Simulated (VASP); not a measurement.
Here is the system:

```
NiSi2
1.0
    3.80734     0.00000     0.00000
   -1.90367     3.29726     0.00000
    0.00000     0.00000    24.25506
Si Ni
6 3
Cartesian
  1.90367   1.09908   8.24167
  0.00000   2.19817  11.35035
  0.00000   0.00000   9.79601
  0.00000   0.00000  14.45905
  1.90367   1.09908  12.90471
  0.00000   2.19817  16.01338
  0.00000   2.19817   9.01886
  0.00000   0.00000  12.12753
  1.90367   1.09908  15.23620
```

All values below come from r2SCAN meta-GGA, VASP's PBE PAW potentials (set 64) (plane waves; VASP). Settings: PREC = Normal, EDIFF = 1E-5, 400 eV cut-off, 8×8×1 Γ-centred mesh, first-order Methfessel-Paxton smearing of 0.10 eV, potentials Si Ni.

The ions are relaxed. Predict the relaxed structure.

```
NiSi2
1.0
    3.80734     0.00000     0.00000
   -1.90367     3.29726     0.00000
    0.00000     0.00000    24.25506
Si Ni
6 3
Direct
  0.66667   0.33333   0.34463
  0.33333   0.66667   0.46797
  0.00000   0.00000   0.40252
  0.00000   0.00000   0.59748
  0.66667   0.33333   0.53203
  0.33333   0.66667   0.65537
  0.33333   0.66667   0.37382
  0.00000   0.00000   0.50000
  0.66667   0.33333   0.62618
```

How much energy does the relaxation gain?

The energy (σ→0) changes by -14.5 meV/atom, in 11 ionic steps.

```
step  E(σ→0) (eV)  max force (eV/Å)  pressure (GPa)  volume (Å³)
----  -----------  ----------------  --------------  -----------
1        -89.7146             0.752           -2.12       304.49
2        -89.8036             0.504           -1.80       304.49
3        -89.8251             0.261           -1.57       304.49
4        -89.8252             0.237           -1.71       304.49
5        -89.8339             0.130           -1.44       304.49
6        -89.8352             0.148           -1.38       304.49
7        -89.8393             0.127           -1.29       304.49
8        -89.8439             0.081           -1.05       304.49
9        -89.8449             0.054           -0.98       304.49
10       -89.8449             0.052           -0.95       304.49
11       -89.8453             0.021           -0.94       304.49
```

The cell is a thin slab with vacuum, built from NiSi2 (fluorite): (111) face. The run is not spin-polarised, so no magnetic state was tried.
